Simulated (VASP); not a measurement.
# CaHf with PBEsol: from relaxation to properties, part 2 of 3

What structure does CaHf take at this level, and what are its properties? The cell is invented: it takes the structure of a Materials Project entry for MgSn (space group 187 there), with all of its atoms replaced by other elements, volume scaled by an estimate. It may not be a known or stable phase.

VASP 6.6.1; PBEsol; plane waves and PAW (Hf_pv, Ca_sv); invented cell.

Still holding for the runs below: The k-mesh is coarse for a metal.

So far. Step 2 (Rough relaxation of the start cell): It ends with forces that vanish by symmetry and a pressure of 0.04 GPa. The relaxed cell has a = 3.254, c = 5.696 Å (conventional setting).

## 3. Full relaxation (PBEsol)

Properties are meant for the cell that this level of theory prefers, so cell and atoms are relaxed first (ISIF = 3) until forces and stress are small; EDIFFG sets the threshold.

File INCAR:

```
SYSTEM = CaHf
PREC = Accurate
ENCUT = 400
EDIFF = 1E-06
NELM = 100
ISMEAR = 1
SIGMA = 0.2
LREAL = .FALSE.
ALGO = Normal
GGA = PS
NBANDS = 16
LORBIT = 11
LWAVE = .FALSE.
LCHARG = .FALSE.
IBRION = 2
NSW = 60
ISIF = 3
EDIFFG = -0.01
```

File POSCAR:

```
CaHf
1.0
    3.2536841027      0.0000000000      0.0000000000
   -1.6268420513      2.8177729740      0.0000000000
    0.0000000000      0.0000000000      5.6958592860
Hf Ca
1 1
Direct
    0.6666666700      0.3333333300      0.5000000000
    0.0000000000      0.0000000000      0.0000000000
```

File KPOINTS:

```
Automatic mesh
0
Gamma
7 7 4
0 0 0
```

PAW data sets: Hf_pv and Ca_sv (PBE family, release 64).

Started as:

```sh
$ mpirun -np 1 vasp_std
```

The log of the run:

```text
[banner, memory and clock lines left out]
running    1 mpi-ranks, on    1 nodes
 distrk:  each k-point on    1 cores,    1 groups
 distr:  one band on    1 cores,    1 groups

 POSCAR found type information on POSCAR HfCa
 POSCAR found :  2 types and       2 ions
 [... a notice as in an earlier step ...]

 LDA part: xc-table for (Slater+PW92), standard interpolation
 POSCAR, INCAR and KPOINTS ok, starting setup
 FFT: planning ... GRIDC
 FFT: planning ... GRID_SOFT
 FFT: planning ... GRID
 WAVECAR not read
 entering main loop
       N       E                     dE             d eps       ncg     rms          rms(c)
DAV:   1     0.923986485272E+02    0.92399E+02   -0.93014E+03   768   0.984E+02
DAV:   2    -0.973862704801E+01   -0.10214E+03   -0.10080E+03  1008   0.268E+02
DAV:   3    -0.125082067745E+02   -0.27696E+01   -0.27280E+01  1224   0.363E+01
DAV:   4    -0.125807208136E+02   -0.72514E-01   -0.72509E-01   952   0.545E+00
DAV:   5    -0.125823976804E+02   -0.16769E-02   -0.16768E-02  1200   0.722E-01    0.315E+01
DAV:   6    -0.119614523579E+02    0.62095E+00   -0.93668E+00  1104   0.852E+00    0.268E+01
DAV:   7    -0.117344255916E+02    0.22703E+00   -0.29666E+00  1064   0.501E+00    0.948E+00
DAV:   8    -0.116805691846E+02    0.53856E-01   -0.31303E-01  1120   0.233E+00    0.145E+00
DAV:   9    -0.116728570581E+02    0.77121E-02   -0.52838E-02  1104   0.900E-01    0.141E+00
DAV:  10    -0.116724498804E+02    0.40718E-03   -0.24912E-03  1040   0.217E-01    0.457E-01
DAV:  11    -0.116724354921E+02    0.14388E-04   -0.28173E-04  1208   0.671E-02    0.135E-01
DAV:  12    -0.116724303062E+02    0.51858E-05   -0.62703E-05  1112   0.350E-02    0.318E-02
DAV:  13    -0.116724301024E+02    0.20380E-06   -0.19879E-06   920   0.767E-03
   1 F= -.11672430E+02 E0= -.11672817E+02  d E =-.116724E+02
 curvature:   0.00 expect dE= 0.000E+00 dE for cont linesearch  0.000E+00
 trial: gam= 0.00000 g(F)=  0.624E-45 g(S)=  0.577E-02 ort = 0.000E+00 (trialstep = 0.100E+01)
 search vector abs. value=  0.577E-02
 bond charge predicted
       N       E                     dE             d eps       ncg     rms          rms(c)
DAV:   1    -0.116952031728E+02   -0.22773E-01   -0.91836E-01   768   0.768E+00    0.108E+00
DAV:   2    -0.116815338614E+02    0.13669E-01   -0.50046E-02  1056   0.109E+00    0.640E-01
DAV:   3    -0.116784400722E+02    0.30938E-02   -0.73432E-03  1072   0.374E-01    0.411E-01
DAV:   4    -0.116771702085E+02    0.12699E-02   -0.26800E-03  1152   0.284E-01    0.342E-01
DAV:   5    -0.116770228635E+02    0.14735E-03   -0.66910E-04  1056   0.115E-01    0.670E-02
DAV:   6    -0.116770255141E+02   -0.26507E-05   -0.42339E-05  1192   0.305E-02    0.129E-02
DAV:   7    -0.116770245766E+02    0.93754E-06   -0.30964E-06   856   0.887E-03
   2 F= -.11677025E+02 E0= -.11677863E+02  d E =-.459447E-02
[...]
3 F= -.11678732E+02 E0= -.11680033E+02  d E =-.630187E-02
[...]
4 F= -.11678731E+02 E0= -.11680052E+02  d E =-.630115E-02
[...]
5 F= -.11678822E+02 E0= -.11680212E+02  d E =-.910070E-04
 trial-energy change:   -0.000091  1 .order   -0.000089   -0.000340    0.000163
 step:   0.8181(harm=  0.8181)  dis= 0.00000  next Energy=   -11.678846 (dE=-0.115E-03)
 bond charge predicted
       N       E                     dE             d eps       ncg     rms          rms(c)
DAV:   1    -0.116791800338E+02   -0.35769E-03   -0.97235E-03   800   0.904E-01    0.168E-01
DAV:   2    -0.116789332862E+02    0.24675E-03   -0.85155E-04   920   0.238E-01    0.660E-02
DAV:   3    -0.116788556250E+02    0.77661E-04   -0.16637E-04  1256   0.903E-02    0.218E-02
DAV:   4    -0.116788476772E+02    0.79477E-05   -0.66043E-05  1408   0.466E-02    0.146E-02
DAV:   5    -0.116788482850E+02   -0.60772E-06   -0.34293E-06   960   0.106E-02
   6 F= -.11678848E+02 E0= -.11680216E+02  d E =-.117033E-03
 curvature:  -0.44 expect dE=-0.525E-05 dE for cont linesearch -0.408E-05
 trial: gam= 0.00000 g(F)=  0.710E-45 g(S)=  0.120E-04 ort =-0.530E-04 (trialstep = 0.113E+01)
 search vector abs. value=  0.120E-04
 reached required accuracy - stopping structural energy minimisation
```

Run time: 23 s. Hardware: 1 MPI rank of Intel Xeon 6975P-C (Granite Rapids), shared host; peak memory 0.16 GiB.

From OUTCAR (step 3):

```text
  LATTYP: Found a hexagonal cell.
 ALAT       =     3.2536841027
 C/A-ratio  =     1.7505876742

The static configuration has the point symmetry D_3h.

 Found     24 irreducible k-points:

   k-points           NKPTS =     24   k-points in BZ     NKDIM =     24   number of bands    NBANDS=     16

   dimension x,y,z NGX =    24 NGY =   24 NGZ =   40
   dimension x,y,z NGXF=    48 NGYF=   48 NGZF=   80

   ENCUT  =  400.0 eV  29.40 Ry    5.42 a.u.   5.31  5.31  9.29*2*pi/ulx,y,z

   NELECT =      20.0000    total number of electrons

 E-fermi :   3.7151

 k-point     1 :       0.0000    0.0000    0.0000
  band No.  band energies     occupation
    ...
      6     -17.7433      2.00000
      7     -17.7433      2.00000
      8      -2.1217      2.00000
      9       1.3854      2.00000
     10       3.7092      1.04990
     11       5.3028     -0.00000
     12       5.3999     -0.00000
     13       5.3999     -0.00000
     14       7.1038     -0.00000
     15       7.1038     -0.00000
    ...

 k-point     2 :       0.1429    0.0000    0.0000
  band No.  band energies     occupation
    ...
      6     -17.8830      2.00000
      7     -17.7735      2.00000
      8      -1.5583      2.00000
      9       1.9051      2.00000
     10       3.4457      2.06702
     11       4.7167     -0.00000
     12       5.6628     -0.00000
     13       5.9394     -0.00000
     14       6.6371     -0.00000
     15       6.9223     -0.00000
    ...

  Total        0.0152946      0.0152946     -0.0055940      0.0000000     -0.0000000      0.0000000
  in kB        0.4679913      0.4679912     -0.1711686      0.0000000     -0.0000000      0.0000000
  external PRESSURE =       0.2549379 kB  Pullay stress =       0.0000000 kB

  energy-cutoff  :      400.00
  volume of cell :       52.36
      direct lattice vectors                 reciprocal lattice vectors
     3.224207842 -0.000000000 -0.000000000     0.310153703  0.179067331  0.000000000
    -1.612103921  2.792245787  0.000000000     0.000000000  0.358134662  0.000000000
     0.000000000 -0.000000000  5.816122536    -0.000000000 -0.000000000  0.171935855

 POSITION                                       TOTAL-FORCE (eV/Angst)
 -----------------------------------------------------------------------------------
      1.61210      0.93075      2.90806         0.000000     -0.000000     -0.000000
      3.22421     -0.00000     -0.00000        -0.000000      0.000000      0.000000
 -----------------------------------------------------------------------------------
    total drift:                               -0.000005      0.000003     -0.000000

  FREE ENERGIE OF THE ION-ELECTRON SYSTEM (eV)
  ---------------------------------------------------
  free  energy   TOTEN  =       -11.6788482850 eV

  energy  without entropy=      -11.6829506294  energy(sigma->0) =      -11.68021573

 total charge
# of ion       s       p       d       tot
------------------------------------------
    1        0.395   6.259   1.472   8.126
    2        2.101   5.839   0.309   8.249
--------------------------------------------------
tot          2.496  12.097   1.782  16.375

[... 2 parts as in an earlier step ...]

[... 7 further parts left out ...]
```

Step by step:

```tsv
step	energy less that of the first step (eV)	largest force (eV/Å)	pressure (GPa)	volume (Å³)
1	0.0000	0.0000	0.14	52.22
2	-0.0046	0.0000	-0.02	52.38
3	-0.0063	0.0000	-0.18	52.54
4	-0.0063	0.0000	-0.19	52.55
5	-0.0064	0.0000	0.08	52.27
6	-0.0064	0.0000	0.03	52.36
```

```tsv
conventional cell, symmetrised	before	after	change
a (Å)	3.254	3.224	-0.9 %
b (Å)	3.254	3.224	-0.9 %
c (Å)	5.696	5.816	+2.1 %
volume (Å³/atom)	26.11	26.18	+0.3 %
```

Final coordinates:

```
Hf Ca
1.0
     3.22421    0.00000    0.00000
    -1.61210    2.79225    0.00000
     0.00000    0.00000    5.81612
Hf Ca
1 1
Direct
  0.66667 0.33333 0.50000
  0.00000 0.00000 0.00000
```

This step gave:

```yaml
irreducible_k_points: 24
free_energy_toten: -11.68 eV
energy_at_zero_smearing: -11.68 eV
fermi_energy: 3.715 eV
pressure: 0.02549 GPa
scf_cycles_over_all_ionic_steps: 45
```

It ends with forces that vanish by symmetry and a pressure of 0.03 GPa.

## 4. Density, ELF and potential (PBEsol)

A single point on the relaxed cell gives a clean self-consistent state, with density, ELF and potential written out.

Edit INCAR of step 3 so:

```diff
@@ -13,6 +13,5 @@
 LWAVE = .FALSE.
-LCHARG = .FALSE.
-IBRION = 2
-NSW = 60
-ISIF = 3
-EDIFFG = -0.01
+LCHARG = .TRUE.
+ISIF = 2
+LELF = .TRUE.
+LVHAR = .TRUE.
```

File POSCAR:

```
CaHf
1.0
    3.2242078421      0.0000000000      0.0000000000
   -1.6121039210      2.7922457866      0.0000000000
    0.0000000000      0.0000000000      5.8161225365
Hf Ca
1 1
Direct
    0.6666666700      0.3333333300      0.5000000000
    0.0000000000      0.0000000000      0.0000000000
```

KPOINTS is that of step 3.

Started as:

```sh
$ mpirun -np 1 vasp_std
```

The log of the run:

```text
[... set-up lines as in an earlier step ...]
 entering main loop
       N       E                     dE             d eps       ncg     rms          rms(c)
DAV:   1     0.926621002265E+02    0.92662E+02   -0.94599E+03   768   0.983E+02
DAV:   2    -0.939620156694E+01   -0.10206E+03   -0.10064E+03   944   0.266E+02
DAV:   3    -0.124782815116E+02   -0.30821E+01   -0.30481E+01  1288   0.376E+01
DAV:   4    -0.125541984398E+02   -0.75917E-01   -0.75906E-01   944   0.534E+00
DAV:   5    -0.125559193701E+02   -0.17209E-02   -0.17209E-02  1216   0.657E-01    0.312E+01
DAV:   6    -0.120040014923E+02    0.55192E+00   -0.97605E+00  1104   0.846E+00    0.274E+01
DAV:   7    -0.117343451188E+02    0.26966E+00   -0.29329E+00  1096   0.485E+00    0.107E+01
DAV:   8    -0.116873138678E+02    0.47031E-01   -0.24340E-01  1056   0.233E+00    0.152E+00
DAV:   9    -0.116795604674E+02    0.77534E-02   -0.61974E-02  1144   0.930E-01    0.119E+00
DAV:  10    -0.116789674564E+02    0.59301E-03   -0.37946E-03  1064   0.240E-01    0.309E-01
DAV:  11    -0.116789791847E+02   -0.11728E-04   -0.55888E-04  1200   0.850E-02    0.881E-02
DAV:  12    -0.116789537956E+02    0.25389E-04   -0.13944E-04   992   0.552E-02    0.176E-02
DAV:  13    -0.116789539635E+02   -0.16796E-06   -0.34128E-06  1008   0.889E-03
   1 F= -.11678954E+02 E0= -.11680323E+02  d E =0.410562E-02
```

Wall time 7.4 s (1 MPI rank); peak memory 0.16 GiB.

OUTCAR, selected parts (step 4):

```text
  LATTYP: Found a hexagonal cell.
 ALAT       =     3.2242078421
 C/A-ratio  =     1.8038919391

The static configuration has the point symmetry D_3h.

 Found     24 irreducible k-points:

   ENCUT  =  400.0 eV  29.40 Ry    5.42 a.u.   5.26  5.26  9.48*2*pi/ulx,y,z

   NELECT =      20.0000    total number of electrons

 E-fermi :   3.7153

 k-point     1 :       0.0000    0.0000    0.0000
  band No.  band energies     occupation
    ...
      6     -17.7445      2.00000
      7     -17.7445      2.00000
      8      -2.1213      2.00000
      9       1.3860      2.00000
     10       3.7094      1.05052
     11       5.3030     -0.00000
     12       5.4006     -0.00000
     13       5.4006     -0.00000
     14       7.1031     -0.00000
     15       7.1031     -0.00000
    ...

 k-point     2 :       0.1429    0.0000    0.0000
  band No.  band energies     occupation
    ...
      6     -17.8842      2.00000
      7     -17.7747      2.00000
      8      -1.5579      2.00000
      9       1.9057      2.00000
     10       3.4458      2.06701
     11       4.7173     -0.00000
     12       5.6630     -0.00000
     13       5.9402     -0.00000
     14       6.6365     -0.00000
     15       6.9226     -0.00000
    ...

  Total       -0.0011118     -0.0011118     -0.0175356     -0.0000000      0.0000000      0.0000000
  in kB       -0.0340185     -0.0340185     -0.5365622     -0.0000000      0.0000000      0.0000000
  external PRESSURE =      -0.2015331 kB  Pullay stress =       0.0000000 kB

  energy-cutoff  :      400.00
  volume of cell :       52.36
      direct lattice vectors                 reciprocal lattice vectors
     3.224207842  0.000000000  0.000000000     0.310153703  0.179067331  0.000000000
    -1.612103921  2.792245787  0.000000000     0.000000000  0.358134662  0.000000000
     0.000000000  0.000000000  5.816122536     0.000000000  0.000000000  0.171935855

 POSITION                                       TOTAL-FORCE (eV/Angst)
 -----------------------------------------------------------------------------------
      1.61210      0.93075      2.90806         0.000000     -0.000000      0.000000
      0.00000      0.00000      0.00000        -0.000000      0.000000      0.000000
 -----------------------------------------------------------------------------------
    total drift:                               -0.000005      0.000003     -0.000000

  FREE ENERGIE OF THE ION-ELECTRON SYSTEM (eV)
  ---------------------------------------------------
  free  energy   TOTEN  =       -11.6789539635 eV

  energy  without entropy=      -11.6830595827  energy(sigma->0) =      -11.68032250

 total charge
# of ion       s       p       d       tot
------------------------------------------
    1        0.395   6.259   1.472   8.125
    2        2.101   5.839   0.310   8.249
--------------------------------------------------
tot          2.496  12.097   1.782  16.375

[... 4 parts as in an earlier step ...]

[... 6 further parts left out ...]
```

This step gave:

```yaml
scf_cycles: 13
pressure: -0.02015 GPa
```

Valence electrons inside each PAW sphere by angular momentum. Sphere charges, by row:

```tsv
atom	s (e)	p (e)	d (e)	tot (e)
Hf1	0.395	6.259	1.472	8.125
Ca2	2.101	5.839	0.31	8.249
```

Electrostatic potential energy in the ac plane at fractional y = 0.000, with atoms of Ca within 0.2 Å of it. With pseudopotentials it is smooth inside the atoms' cores, unlike the true potential.

Ten even steps from '_' (-30 eV) to '@' (2 eV):
```
______..--++##%%%%%%%%##++--..____
____..::==**##%%%%%%%%##**==::..__
..::--==++##%%%%@@@@%%%%##++==--::
--====**##%%%%@@@@@@@@%%%%##**====
******##%%%%@@@@@@@@@@@@%%%%##****
%%%%%%%%@@@@@@@@@@@@@@@@@@@@%%%%%%
@@@@@@@@@@@@@@@@@@@@@@@@@@@@@@@@@@
@@@@@@@@@@@@@@@@@@@@@@@@@@@@@@@@@@
@@@@@@@@@@@@@@@@@@@@@@@@@@@@@@@@@@
@@@@@@@@@@@@@@%%%%%%%%@@@@@@@@@@@@
@@@@@@@@@@%%%%########%%%%@@@@@@@@
@@@@@@@@%%%%##********##%%%%@@@@@@
@@@@@@@@%%##****++++****##%%@@@@@@
@@@@@@%%%%##**++++++++**##%%%%@@@@
@@@@@@%%%%****++++++++****%%%%@@@@
@@@@@@%%%%##**++++++++**##%%%%@@@@
@@@@@@@@%%##****++++****##%%@@@@@@
@@@@@@@@%%%%##********##%%%%@@@@@@
@@@@@@@@@@%%%%########%%%%@@@@@@@@
@@@@@@@@@@@@@@%%%%%%%%@@@@@@@@@@@@
@@@@@@@@@@@@@@@@@@@@@@@@@@@@@@@@@@
@@@@@@@@@@@@@@@@@@@@@@@@@@@@@@@@@@
@@@@@@@@@@@@@@@@@@@@@@@@@@@@@@@@@@
%%%%%%%%@@@@@@@@@@@@@@@@@@@@%%%%%%
******##%%%%@@@@@@@@@@@@%%%%##****
--====**##%%%%@@@@@@@@%%%%##**====
..::--==++##%%%%@@@@%%%%##++==--::
____..::==**##%%%%%%%%##**==::..__
______..--++##%%%%%%%%##++--..____
______..--++##%%%%%%%%##++--..____
```
Columns run along a (3.2 Å; values clipped at the 3rd and 97th percentile), rows up along c (5.8 Å). Atoms in or near the plane, at fractional coordinates: Ca at (0.00, 0.00).

ELF in the ac plane at fractional y = 0.000, with atoms of Ca within 0.2 Å of it. It is the smooth field of the valence electrons, not physical close to the nuclei.

Values, 24 rows by 14 columns, each cell a mean:
```
0.67 0.68 0.70 0.66 0.40 0.10 0.08 0.10 0.07 0.14 0.46 0.67 0.70 0.67
0.70 0.70 0.69 0.57 0.27 0.09 0.12 0.16 0.11 0.10 0.32 0.59 0.69 0.70
0.66 0.64 0.55 0.34 0.13 0.11 0.22 0.28 0.20 0.10 0.16 0.38 0.57 0.65
0.40 0.35 0.23 0.12 0.10 0.20 0.37 0.44 0.35 0.17 0.09 0.14 0.25 0.36
0.08 0.08 0.08 0.11 0.21 0.37 0.50 0.55 0.49 0.33 0.19 0.11 0.08 0.08
0.14 0.15 0.19 0.25 0.34 0.43 0.49 0.50 0.48 0.41 0.32 0.24 0.18 0.15
0.36 0.36 0.37 0.37 0.37 0.36 0.36 0.36 0.36 0.36 0.37 0.37 0.37 0.36
0.55 0.52 0.46 0.38 0.29 0.23 0.21 0.21 0.21 0.24 0.31 0.39 0.47 0.53
0.64 0.59 0.47 0.32 0.20 0.15 0.15 0.16 0.15 0.16 0.22 0.34 0.49 0.60
0.67 0.60 0.45 0.28 0.18 0.18 0.21 0.23 0.21 0.17 0.19 0.30 0.48 0.62
0.69 0.62 0.44 0.26 0.19 0.24 0.30 0.33 0.30 0.22 0.19 0.28 0.47 0.64
0.70 0.62 0.44 0.25 0.21 0.28 0.36 0.39 0.35 0.26 0.20 0.28 0.47 0.64
0.69 0.62 0.44 0.26 0.19 0.25 0.32 0.35 0.31 0.23 0.20 0.28 0.47 0.64
0.67 0.61 0.45 0.27 0.18 0.19 0.23 0.25 0.22 0.18 0.19 0.30 0.48 0.62
0.64 0.59 0.47 0.31 0.19 0.16 0.16 0.17 0.16 0.16 0.21 0.33 0.49 0.60
0.59 0.55 0.47 0.37 0.26 0.20 0.18 0.17 0.18 0.21 0.28 0.38 0.49 0.56
0.40 0.40 0.39 0.38 0.36 0.34 0.33 0.33 0.33 0.35 0.37 0.38 0.40 0.40
0.17 0.18 0.22 0.28 0.35 0.43 0.47 0.48 0.47 0.41 0.34 0.27 0.21 0.18
0.08 0.08 0.09 0.13 0.23 0.39 0.51 0.55 0.49 0.35 0.21 0.12 0.09 0.08
0.29 0.24 0.15 0.09 0.12 0.25 0.42 0.49 0.40 0.21 0.10 0.10 0.17 0.25
0.65 0.62 0.51 0.29 0.12 0.12 0.24 0.31 0.22 0.10 0.14 0.33 0.53 0.63
0.70 0.70 0.68 0.54 0.24 0.09 0.13 0.17 0.12 0.10 0.30 0.57 0.69 0.70
0.67 0.68 0.70 0.65 0.38 0.10 0.08 0.10 0.08 0.14 0.44 0.66 0.70 0.68
0.66 0.67 0.70 0.68 0.44 0.11 0.07 0.08 0.07 0.16 0.50 0.68 0.69 0.66
```
Columns run along a (3.2 Å), rows up along c (5.8 Å). Atoms in or near the plane, at fractional coordinates: Ca at (0.00, 0.00).

Valence density in the ac plane at fractional y = 0.000, with atoms of Ca within 0.2 Å of it. It is the smooth field of the valence electrons, not physical close to the nuclei.

Values in e/Å³, 24 rows by 14 columns, each cell a mean:
```
6.2 5.2 3.4 1.6 0.5 0.2 0.1 0.1 0.1 0.2 0.6 1.8 3.7 5.5
4.1 3.4 2.1 1.0 0.3 0.1 0.1 0.1 0.1 0.2 0.4 1.1 2.3 3.6
1.9 1.5 0.9 0.4 0.2 0.1 0.1 0.1 0.1 0.1 0.2 0.5 1.0 1.6
0.6 0.5 0.3 0.2 0.1 0.1 0.1 0.1 0.1 0.1 0.1 0.2 0.3 0.5
0.2 0.1 0.1 0.1 0.1 0.1 0.1 0.1 0.1 0.1 0.1 0.1 0.1 0.1
0.1 0.1 0.1 0.1 0.1 0.1 0.1 0.1 0.1 0.1 0.1 0.1 0.1 0.1
0.1 0.1 0.1 0.1 0.1 0.1 0.1 0.1 0.1 0.1 0.1 0.1 0.1 0.1
0.1 0.1 0.1 0.1 0.1 0.1 0.2 0.2 0.2 0.1 0.1 0.1 0.1 0.1
0.1 0.1 0.1 0.2 0.2 0.2 0.2 0.2 0.2 0.2 0.2 0.2 0.1 0.1
0.2 0.2 0.2 0.2 0.2 0.3 0.3 0.4 0.3 0.3 0.2 0.2 0.2 0.2
0.2 0.2 0.2 0.2 0.3 0.4 0.5 0.5 0.5 0.3 0.3 0.2 0.2 0.2
0.2 0.2 0.2 0.2 0.3 0.4 0.6 0.6 0.6 0.4 0.3 0.2 0.2 0.2
0.2 0.2 0.2 0.2 0.3 0.4 0.5 0.6 0.5 0.4 0.3 0.2 0.2 0.2
0.2 0.2 0.2 0.2 0.2 0.3 0.4 0.4 0.4 0.3 0.2 0.2 0.2 0.2
0.1 0.2 0.2 0.2 0.2 0.2 0.2 0.3 0.2 0.2 0.2 0.2 0.2 0.1
0.1 0.1 0.1 0.1 0.1 0.2 0.2 0.2 0.2 0.2 0.1 0.1 0.1 0.1
0.1 0.1 0.1 0.1 0.1 0.1 0.1 0.1 0.1 0.1 0.1 0.1 0.1 0.1
0.1 0.1 0.1 0.1 0.1 0.1 0.1 0.1 0.1 0.1 0.1 0.1 0.1 0.1
0.1 0.1 0.1 0.1 0.1 0.1 0.1 0.1 0.1 0.1 0.1 0.1 0.1 0.1
0.4 0.3 0.2 0.2 0.1 0.1 0.1 0.1 0.1 0.1 0.1 0.2 0.2 0.3
1.6 1.3 0.8 0.4 0.2 0.1 0.1 0.1 0.1 0.1 0.2 0.4 0.9 1.3
3.7 3.0 1.9 0.9 0.3 0.1 0.1 0.1 0.1 0.1 0.4 1.0 2.1 3.2
5.9 5.0 3.2 1.5 0.5 0.1 0.1 0.1 0.1 0.2 0.6 1.7 3.5 5.2
7.1 6.0 3.9 1.8 0.6 0.2 0.1 0.1 0.1 0.2 0.7 2.1 4.2 6.3
```
Columns run along a (3.2 Å), rows up along c (5.8 Å). Atoms in or near the plane, at fractional coordinates: Ca at (0.00, 0.00).

In this run the pressure is -0.02 GPa, small enough to go on.

(Continued in part 3 of 3.)

[Lines on the potential files, build, host, timing and source positions are cut from VASP's logs without a mark.]

[Logs are printed without paths, hosts, clocks, repeated set-up lines and the standing remarks that a program may print on its own settings, such as how far it seeks lower states.]

[Hosts, paths, dates, database ids (printed as entryN), source tags and the programs' standing remarks are cut or masked in the printed files.]

[A measured line is paired with the nearest computed mode of its activity, which favours agreement.]
